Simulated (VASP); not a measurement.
# Ge: single point with PBE

The system is Ge.

```
Ge
1.0
     0.00000    2.78993    2.78993
     2.78993    0.00000    2.78993
     2.78993    2.78993    0.00000
Ge
2
Direct
  0.00000 0.00000 0.00000
  0.25000 0.25000 0.25000
```

The cell isn't the ideal one: a relaxed cell with its volume scaled by 0.91.

* Program: VASP 6.6.1
* Task: single point
* Functional: PBE
* Potentials or basis: VASP PAW PBE potentials, release 64 (Ge_d)
* Cutoff: 350 eV
* k mesh: 10 × 10 × 10
* Occupations: gaussian, width 0.02 eV
* Spin: no spin polarisation
* Further INCAR settings: ALGO = Normal; EDIFF = 1e-07; NBANDS = 21

The band gap on the k mesh is 0.32 eV, indirect (least direct gap 0.42 eV).

Levels at points of the mesh, in eV from the valence-band top:
```tsv
k point	band 12	band 13	band 14	band 15	band 16	band 17
(0.00, 0.00, 0.00)	0.00	0.00	0.00	0.42	2.57	2.57
(0.50, 0.00, 0.00)	-7.80	-1.47	-1.47	0.32	3.77	3.77
(0.50, 0.50, 0.00)	-9.05	-3.22	-3.22	0.70	0.70	9.87
```

Run time: 9.4 s on 1 thread of Intel(R) Xeon(R) 6975P-C (Granite Rapids) (shared host), peak memory 0.14 GiB.

 A k mesh can miss the band edges.
